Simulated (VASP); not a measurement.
Consider the following.

```xyz
6
Lattice="1.5598 -2.7016 0.0000 1.5598 2.7016 0.0000 0.0000 0.0000 11.7313" Properties=species:S:1:pos:R:3 pbc="T T T"
W      1.5598     0.9005     2.9328
W      1.5598    -0.9005     8.7985
Se     1.5598     0.9005    10.4959
Se     1.5598    -0.9005     4.6302
Se     1.5598    -0.9005     1.2354
Se     1.5598     0.9005     7.1011
```

These are PBEsol GGA, VASP's PBE PAW potentials (set 64) (plane waves; VASP 6.6.1) values and carry that method's errors. Settings: 500 eV cut-off, 8×8×2 Γ-centred mesh, Gaussian smearing of 0.050 eV, potentials W_sv Se.

Energy and stress use the plane-wave basis of the starting cell. Without a dispersion term in the relaxation, distances and binding between the weakly bound layers, chains or molecules are unreliable, and so is what depends on them.

Question: The ions, cell shape and volume at an external pressure of 30.0 GPa are relaxed. Which structure does the run end with?

Answer: 
```xyz
6
Lattice="1.5329 -2.6551 0.0000 1.5329 2.6551 0.0000 0.0000 0.0000 11.5337" Properties=species:S:1:pos:R:3 pbc="T T T"
W      1.5329     0.8850     2.8834
W      1.5329    -0.8850     8.6503
Se     1.5329     0.8850    10.3521
Se     1.5329    -0.8850     4.5852
Se     1.5329    -0.8850     1.1816
Se     1.5329     0.8850     6.9484
```
Space group P6_3/mmc (194), at a tolerance of 0.03 Å.

Question: How do energy and volume change from the first to the last step?

Answer: The energy (σ→0) changes by +128.6 meV/atom and the volume by -5.0 %, in 8 ionic steps.

The compound is WSe2 in the 2H layered structure. This run relaxes it under an external pressure of 30 GPa. Symmetry was kept, so distortions that lower it aren't found.
